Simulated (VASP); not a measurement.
Here is a VASP 6.6.1 calculation.

INCAR

```
SYSTEM = B9W
PREC     = Accurate       ! precision mode
ENCUT    = 520            ! plane-wave cutoff, eV
EDIFF    = 1E-7           ! SCF threshold, eV
ISMEAR   = 0              ! smearing method
SIGMA    = 0.1            ! smearing width, eV
LREAL    = Auto         
LASPH    = .TRUE.         ! aspherical terms in the spheres
NELM     = 100            ! most SCF steps
ALGO     = Fast           ! electronic algorithm
ISIF     = 2              ! what is computed and relaxed
LWAVE    = .FALSE.        ! write WAVECAR
LCHARG   = .FALSE.        ! write CHGCAR
GGA      = PE             ! functional
ISYM     = 0            
NBANDS   = 57             ! bands
```

Contents of KPOINTS:

```
regular mesh
0
G
  3 3 3
  0 0 0
```

POSCAR

```
B9W
1.0
    5.5681230776      0.1656366035     -0.4417522041
    0.1846169430      5.6812594030      0.2535197902
   -0.4661213460      0.2394760587      5.1195691135
B W
18 2
Direct
    0.0415564228      0.7596544459      0.8042704217
    0.4883729586      0.5484689269      0.5326172331
    0.4246717701      0.8071331133      0.3077867172
    0.5443526916      0.5530758778      0.8755566788
    0.0025719947      0.8344743893      0.4739968018
    0.3032916943      0.6491098214      1.0157296284
    0.9064361853      0.5857166210      0.3094967312
    0.5853985069      0.2959519912      0.7133871077
    0.2152030852      0.5667402453      0.3129797801
    0.5759568047      0.2726775713      0.0715198106
    0.7902252811      0.7171436753      0.9610781760
    0.7699911805      0.3554831965      0.4691034890
    0.3486226428      0.2804429925      0.4502384654
    0.2743942468      0.2316128220      0.0816794916
    0.7211506520      0.8545004798      0.2335396715
    0.1908507178      0.0440055991      0.3325708408
    0.8450707508      0.1162223109      0.3062065031
    1.0419680395      0.4978729080      0.0134407942
    0.9257214286      0.1052890055      0.9051959490
    0.3956869509     -0.0694425391      0.7415393247
```

Potentials or basis: VASP PAW PBE potentials, release 64 (B, W_sv).

Command:

```console
$ cat potpaw_PBE.64/B/POTCAR potpaw_PBE.64/W_sv/POTCAR > POTCAR
$ mpirun -np 1 vasp_std > vasp.out
```

What does it give for the band gap on the k mesh?

0.18 eV, indirect (least direct gap 0.45 eV).

What does it give for the pressure?

0.2 GPa.

Estimate the largest force.

0.018 eV/Å.

Forces on the atoms (eV/Å):
```
B   -0.007 -0.014 -0.009
B   -0.002  0.004 -0.008
B   -0.002 -0.005 -0.001
B    0.004 -0.013 -0.004
B    0.003  0.000 -0.008
B    0.002 -0.006  0.004
B   -0.003  0.006  0.001
B    0.000  0.005 -0.001
B    0.004  0.006  0.012
B    0.008  0.003 -0.001
B    0.004  0.001  0.003
B   -0.007 -0.003  0.002
B    0.003  0.005 -0.003
B   -0.006  0.006  0.006
B    0.004 -0.001  0.008
B   -0.010 -0.005  0.004
B    0.004 -0.006  0.006
B   -0.006 -0.001 -0.004
W   -0.001  0.010 -0.015
W    0.007  0.008  0.007
```

Caveat: spin-orbit coupling is left out, which moves the levels of the heavy elements. As with any semilocal functional, this PBE gap is likely too small.
